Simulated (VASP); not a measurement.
An input for Ansatz (written as the equivalent of a VASP run, and not itself run):

Ansatz 0.2 input:
```yaml
crystal:
  lattice:
    - [4.9994869, 0.0000000, 0.0000000]
    - [0.0000000, 4.9994869, 0.0000000]
    - [0.0000000, 0.0000000, 4.9994869]
  atoms:
    - { symbol: Sr, position: [0.0000000, 0.5000000, 0.5000000] }
    - { symbol: Sr, position: [0.5000000, 0.0000000, 0.5000000] }
    - { symbol: Sr, position: [0.5000000, 0.5000000, 0.0000000] }
    - { symbol: As, position: [0.0000000, 0.0000000, 0.0000000] }
    - { symbol: N, position: [0.5000000, 0.5000000, 0.5000000] }
kpoints:
  mp_grid: { grid: [4, 4, 4] }
hamiltonian:
  xc: lda
  pseudopotentials: { kind: paw }
scf:
  occupations: { method: gaussian, width: 0.05 }
  max_iter: 100
relax:
  max_steps: 30
  f_tol: 0.001
output: { forces: true, stress: true, eigenvalues: true }
```

Question: Translate this input to VASP (INCAR, KPOINTS, POSCAR, choice of POTCAR).

Answer: Several could match; the one computed here: 
### KPOINTS
```
kpoints
0
Gamma
 4 4 4
```

### INCAR
```
ALGO  =  Normal
EDIFF  =  1E-8
EDIFFG  =  -0.001
ENCUT  =  520
IBRION  =  1
ISIF  =  2
ISMEAR  =  0
LASPH  =  T
LCHARG  =  F
LMAXMIX  =  4
LREAL  =  F
LWAVE  =  F
NELM  =  100
NSW  =  30
PREC  =  Accurate
SIGMA  =  0.05
SYSTEM  =  Sr3AsN
```

File POSCAR:
```
Sr3AsN
1
    4.9994869065     0.0000000000     0.0000000000
    0.0000000000     4.9994869065     0.0000000000
    0.0000000000     0.0000000000     4.9994869065
Sr As N
3 1 1
Direct
  0.0000000000   0.5000000000   0.5000000000
  0.5000000000   0.0000000000   0.5000000000
  0.5000000000   0.5000000000   0.0000000000
  0.0000000000   0.0000000000   0.0000000000
  0.5000000000   0.5000000000   0.5000000000
```

POTCAR, in this order: Sr_sv As N (LDA.64 set). Program: vasp_std.

Limits of the translation: each code has its own PAW files, so the cut-off isn't converted (ENCUT is set for VASP's; basis.ecutwfc is left out, and Ansatz then takes the one that its files recommend); Ansatz stops its SCF on the density residual and VASP on the energy change (EDIFF); Ansatz's lda is the Perdew-Wang form, while the LDA potentials of VASP carry Perdew-Zunger's.

The structure comes from a computed database's Sr3AsN entry (Pm-3m); how it stands against other phases isn't given here. It was relaxed first, which changed the volume by -6 %. The start is the result of an earlier pass.
